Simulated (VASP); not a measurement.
Consider the following.

```xyz
4
Lattice="3.1222 0.0000 0.0000 -1.5611 2.7039 0.0000 0.0000 0.0000 5.9664" Properties=species:S:1:pos:R:3 pbc="T T T"
W      0.0000     1.8026     0.1294
W      1.5611     0.9013     3.1125
C      0.0000     1.8026     2.1080
C      1.5611     0.9013     5.0912
```

The numbers are results of r2SCAN meta-GGA, VASP's PBE PAW potentials (set 64) (plane waves; VASP 6.6.1), not measurements. Run with 520 eV cut-off, 13×13×6 Γ-centred mesh, tetrahedra with Blöchl corrections, potentials W_sv C.

The cores are frozen, which limits the accuracy of field gradients.

### Question
Give the principal components of the electric field gradient (V/Å²) and the asymmetry η at each nucleus.

### Answer

```csv
atom,Vxx,Vyy,Vzz,η
W1,25.3,25.3,-50.6,0.00
W2,25.3,25.3,-50.6,0.00
C3,8.9,8.9,-17.8,0.00
C4,8.9,8.9,-17.8,0.00
```

The structure was generated: WC was put into the wurtzite type (P6_3mc), which need not be its known phase. It was relaxed first, which changed the volume by -39 %.
